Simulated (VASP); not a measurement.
Calculation: PBEsol GGA, VASP's PBE PAW potentials (set 64) (plane waves; VASP 6.6.1).

VASP input:

**INCAR**
```
# general
SYSTEM   =  TaSb
PREC     =  Accurate
ENCUT    =  400   # plane-wave cut-off (eV)
LREAL    =  .FALSE.
LASPH    =  .TRUE.   # aspherical one-centre terms

# electronic loop
EDIFF    =  1E-7   # SCF stop (eV)
NELM     =  100
ALGO     =  Normal
LMAXMIX  =  6

# smearing
ISMEAR   =  -5

# functional
GGA      =  PS   # PBEsol

# ions
ISIF     =  2   # forces and stress, cell fixed

# output
LWAVE    =  .FALSE.
LCHARG   =  .TRUE.
LORBIT   =  11   # lm-projected
NEDOS    =  601   # DOS grid
```

### KPOINTS
```
Automatic mesh
0
Gamma
11 11 11
0 0 0
```

POSCAR:
```
TaSb
1
    0.0000000000     3.1042519851     3.1042519851
    3.1042519851     0.0000000000     3.1042519851
    3.1042519851     3.1042519851     0.0000000000
Ta Sb
1 1
Direct
  0.0000000000   0.0000000000   0.0000000000
  0.2500000000   0.2500000000   0.2500000000
```

POTCAR, in this order: Ta_pv Sb (PBE.64 set). Program: vasp_std.

The run wrote:

### OSZICAR
```
       N       E                     dE             d eps       ncg     rms          rms(c)
DAV:   1     0.640271084223E+02    0.64027E+02   -0.70165E+03  1456   0.939E+02
DAV:   2    -0.123456164528E+02   -0.76373E+02   -0.73243E+02  1624   0.220E+02
DAV:   3    -0.153792013209E+02   -0.30336E+01   -0.28840E+01  1688   0.405E+01
DAV:   4    -0.154489693529E+02   -0.69768E-01   -0.67915E-01  1580   0.602E+00
DAV:   5    -0.154506426302E+02   -0.16733E-02   -0.16791E-02  1736   0.888E-01    0.967E+00
DAV:   6    -0.145916002567E+02    0.85904E+00   -0.29463E+00  1540   0.121E+01    0.381E+00
DAV:   7    -0.145745257665E+02    0.17074E-01   -0.91946E-02  1544   0.249E+00    0.216E+00
DAV:   8    -0.145653030083E+02    0.92228E-02   -0.10959E-02  1572   0.806E-01    0.183E-01
DAV:   9    -0.145652174340E+02    0.85574E-04   -0.56557E-04  1644   0.188E-01    0.552E-02
DAV:  10    -0.145652425391E+02   -0.25105E-04   -0.76151E-05  1476   0.540E-02    0.129E-02
DAV:  11    -0.145652423572E+02    0.18184E-06   -0.49542E-06  1656   0.147E-02    0.450E-03
DAV:  12    -0.145652417290E+02    0.62826E-06   -0.87080E-07  1536   0.718E-03    0.848E-04
DAV:  13    -0.145652417290E+02   -0.20464E-11   -0.47739E-08   844   0.148E-03
   1 F= -.14565242E+02 E0= -.14565242E+02  d E =0.000000E+00
```

### OUTCAR
```
------------------------ aborting loop because EDIFF is reached ----------------------------------------
  FORCE on cell =-STRESS in cart. coord.  units (eV):
  Direction    XX          YY          ZZ          XY          YZ          ZX
  --------------------------------------------------------------------------------------
  Total       -0.0088451     -0.0088451     -0.0088451      0.0000000      0.0000000     -0.0000000
  in kB       -0.2368722     -0.2368722     -0.2368722      0.0000000      0.0000000     -0.0000000
  external PRESSURE =      -0.2368722 kB  Pullay stress =       0.0000000 kB
  volume of cell :       59.83
      direct lattice vectors                 reciprocal lattice vectors
     0.000000000  3.104251985  3.104251985    -0.161069398  0.161069398  0.161069398
     3.104251985  0.000000000  3.104251985     0.161069398 -0.161069398  0.161069398
     3.104251985  3.104251985  0.000000000     0.161069398  0.161069398 -0.161069398
 POSITION                                       TOTAL-FORCE (eV/Angst)
 -----------------------------------------------------------------------------------
      0.00000      0.00000      0.00000        -0.000000      0.000000      0.000000
      1.55213      1.55213      1.55213         0.000000     -0.000000     -0.000000
 -----------------------------------------------------------------------------------
    total drift:                                0.000000      0.000000      0.000000
  FREE ENERGIE OF THE ION-ELECTRON SYSTEM (eV)
  ---------------------------------------------------
  free  energy   TOTEN  =       -14.5652417290 eV

  energy  without entropy=      -14.5652417290  energy(sigma->0) =      -14.56524173

 total charge

# of ion       s       p       d       tot
------------------------------------------
    1        0.320   6.076   2.351   8.747
    2        1.111   1.469   0.059   2.639
--------------------------------------------------
tot          1.431   7.545   2.409  11.386
```
(Selected blocks of OUTCAR.)

For a metal the tetrahedron method with Blöchl corrections gives inexact stress and forces.

The structure was generated: TaSb was put into the zinc blende type (F-43m), which need not be its known phase. It was relaxed first, which changed the volume by -34 %.
